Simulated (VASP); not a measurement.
Output of a VASP run:

**OUTCAR**
```
 ion  position               nearest neighbor table
   1  0.500  0.500  0.500-   2 3.17   2 3.17   2 3.17   2 3.17   2 3.17   2 3.17
   2  0.000  0.000  0.000-   1 3.17   1 3.17   1 3.17   1 3.17   1 3.17   1 3.17
  LATTYP: Found a face centered cubic cell.
 ALAT       =     6.3468764422
 Subroutine PRICEL returns:
 Original cell was already a primitive cell.
 Subroutine GETGRP returns: Found 48 space group operations
The static configuration has the point symmetry O_h .
The dynamic configuration has the point symmetry O_h .
 Subroutine INISYM returns: Found 48 space group operations
 Subroutine IBZKPT returns following result:
 Found     20 irreducible k-points:

 Following reciprocal coordinates:
            Coordinates               Weight
  0.000000  0.000000  0.000000      1.000000
  0.142857  0.000000  0.000000      8.000000
  0.285714  0.000000  0.000000      8.000000
  0.428571  0.000000  0.000000      8.000000
  0.142857  0.142857  0.000000      6.000000
  0.285714  0.142857  0.000000     24.000000
  0.428571  0.142857  0.000000     24.000000
 -0.428571  0.142857  0.000000     24.000000
 -0.285714  0.142857  0.000000     24.000000
 -0.142857  0.142857  0.000000     12.000000
  0.285714  0.285714  0.000000      6.000000
  0.428571  0.285714  0.000000     24.000000
 -0.428571  0.285714  0.000000     24.000000
 -0.285714  0.285714  0.000000     12.000000
  0.428571  0.428571  0.000000      6.000000
 -0.428571  0.428571  0.000000     12.000000
  0.428571  0.285714  0.142857     24.000000
 -0.428571  0.285714  0.142857     48.000000
 -0.428571  0.428571  0.142857     24.000000
 -0.285714  0.428571  0.142857     24.000000
   k-points           NKPTS =     20   k-points in BZ     NKDIM =     20   number of bands    NBANDS=     14
   number of dos      NEDOS =    301   number of ions     NIONS =      2
   total plane-waves  NPLWV =  46656
   dimension x,y,z NGX =    36 NGY =   36 NGZ =   36
   dimension x,y,z NGXF=    72 NGYF=   72 NGZF=   72
   ions per type =               1   1
   PREC   = accura    normal or accurate (medium, high low for compatibility)
   ISTART =      0    job   : 0-new  1-cont  2-samecut
   ICHARG =      2    charge: 1-file 2-atom 10-const
   ISPIN  =      1    spin polarized calculation?
   LNONCOLLINEAR =      F non collinear calculations
   LSORBIT =      F    spin-orbit coupling
   INIWAV =      1    electr: 0-lowe 1-rand  2-diag
   ENCUT  =  500.0 eV  36.75 Ry    6.06 a.u.   8.18  8.18  8.18*2*pi/ulx,y,z
   NELM   =    100;   NELMIN=  2; NELMDL= -5     # of ELM steps
   EDIFF  = 0.1E-05   stopping-criterion for ELM
   LREAL  =      F    real-space projection
   NLSPLINE    = F    spline interpolate recip. space projectors
   LMAXMIX     =    4 max onsite mixed and CHGCAR
   VOSKOWN=      0    Vosko Wilk Nusair interpolation
   EDIFFG = -.2E-01   stopping-criterion for IOM
   NSW    =     40    number of steps for IOM
   NBLOCK =      1;   KBLOCK =     40    inner block; outer block
   IBRION =      2    ionic relax: 0-MD 1-quasi-New 2-CG
   NFREE  =      1    steps in history (QN), initial steepest desc. (CG)
   ISIF   =      3    stress and relaxation
   ISYM   =      2    0-nonsym 1-usesym 2-fastsym
   TEIN   =    0.0    initial temperature
   TEBEG  =    0.0;   TEEND  =   0.0 temperature during run
   SMASS  =  -3.00    Nose mass-parameter (am)
   PSTRESS=   50.0 pullay stress
   NELECT =      20.0000    total number of electrons
   EFERMI =   0.00;   METHOD = LEGACY
   ISMEAR =     0;   SIGMA  =   0.05  broadening in eV -4-tet -1-fermi 0-gaus
   IALGO  =     38    algorithm
   LDIAG  =      T    sub-space diagonalisation (order eigenvalues)
   IMIX   =      4    mixing-type and parameters
     AMIX     =   0.40;   BMIX     =  1.00
     AMIX_MAG =   1.60;   BMIX_MAG =  1.00
     AMIN     =   0.10
   GGA     = PE    functional components
   VOSKOWN =     0    Vosko Wilk Nusair interpolation
   LHFCALC =     F    Hartree Fock is set to
   LHFONE  =     F    Hartree Fock one center treatment
...
```

### OSZICAR
```
       N       E                     dE             d eps       ncg     rms          rms(c)
DAV:   1     0.150857388529E+03    0.15086E+03   -0.91998E+03   560   0.136E+03
DAV:   2     0.366146417805E+01   -0.14720E+03   -0.14445E+03   578   0.336E+02
DAV:   3    -0.725233321261E+01   -0.10914E+02   -0.10673E+02   770   0.998E+01
DAV:   4    -0.751692210786E+01   -0.26459E+00   -0.26450E+00   666   0.182E+01
DAV:   5    -0.752515670743E+01   -0.82346E-02   -0.82345E-02   788   0.281E+00    0.381E+00
DAV:   6    -0.742701147975E+01    0.98145E-01   -0.22753E-01   728   0.413E+00    0.240E+00
DAV:   7    -0.742418218381E+01    0.28293E-02   -0.80968E-02   726   0.171E+00    0.933E-01
DAV:   8    -0.742533777867E+01   -0.11556E-02   -0.91380E-03   644   0.113E+00    0.166E-01
DAV:   9    -0.742539450269E+01   -0.56724E-04   -0.73692E-04   786   0.347E-01    0.514E-02
DAV:  10    -0.742542197922E+01   -0.27477E-04   -0.90897E-05   572   0.827E-02    0.219E-02
DAV:  11    -0.742542970009E+01   -0.77209E-05   -0.36068E-05   684   0.566E-02    0.183E-02
DAV:  12    -0.742542949893E+01    0.20116E-06   -0.23567E-06   656   0.109E-02
   1 F= -.54307204E+01 E0= -.54307204E+01  d E =-.543072E+01
```

**OUTCAR**
```
------------------------ aborting loop because EDIFF is reached ----------------------------------------
  FORCE on cell =-STRESS in cart. coord.  units (eV):
  Direction    XX          YY          ZZ          XY          YZ          ZX
  --------------------------------------------------------------------------------------
  Total        1.9752944      1.9752944      1.9752944      0.0000000     -0.0000000     -0.0000000
  in kB       49.5133465     49.5133465     49.5133465      0.0000000     -0.0000000     -0.0000000
  external PRESSURE =      -0.4866535 kB  Pullay stress =      50.0000000 kB
  volume of cell :       63.92
      direct lattice vectors                 reciprocal lattice vectors
     0.000000000  3.173438221  3.173438221    -0.157557817  0.157557817  0.157557817
     3.173438221  0.000000000  3.173438221     0.157557817 -0.157557817  0.157557817
     3.173438221  3.173438221  0.000000000     0.157557817  0.157557817 -0.157557817
  FREE ENERGIE OF THE ION-ELECTRON SYSTEM (eV)
  ---------------------------------------------------
  free  energy   TOTEN  =        -7.4254294989 eV

  energy  without entropy=       -7.4254294989  energy(sigma->0) =       -7.42542950
  enthalpy is  TOTEN    =        -5.4307204312 eV   P V=        1.9947090677

 reached required accuracy - stopping structural energy minimisation
```
(Selected blocks of OUTCAR.)

**POSCAR**
```
PbTe
1
    0.0000000000     3.1734382211     3.1734382211
    3.1734382211     0.0000000000     3.1734382211
    3.1734382211     3.1734382211    -0.0000000000
Te Pb
1 1
Direct
  0.5000000000   0.5000000000   0.5000000000
  0.0000000000   0.0000000000   0.0000000000
```

Problem. Write an INCAR and KPOINTS that could have produced this output.

Solution. Several could match; the one computed here: the input of the run itself, PBE GGA, plane waves, VASP's PBE PAW potentials (set 64).

### KPOINTS
```
Automatic mesh
0
Gamma
7 7 7
0 0 0
```

**INCAR**
```
ALGO=Normal
EDIFF=1E-6
EDIFFG=-0.02
ENCUT=500
GGA=PE
IBRION=2
ISIF=3
ISMEAR=0
LASPH=.True.
LCHARG=.False.
LMAXMIX=4
LREAL=.False.
LWAVE=.False.
NELM=100
NSW=40
PREC=Accurate
PSTRESS=50
SIGMA=0.05
SYSTEM=PbTe
```

POTCAR, in this order: Te Pb_d (PBE.64 set). Program: vasp_std.

The compound is PbTe in the rock salt structure. It was relaxed first under an external pressure of 5 GPa.
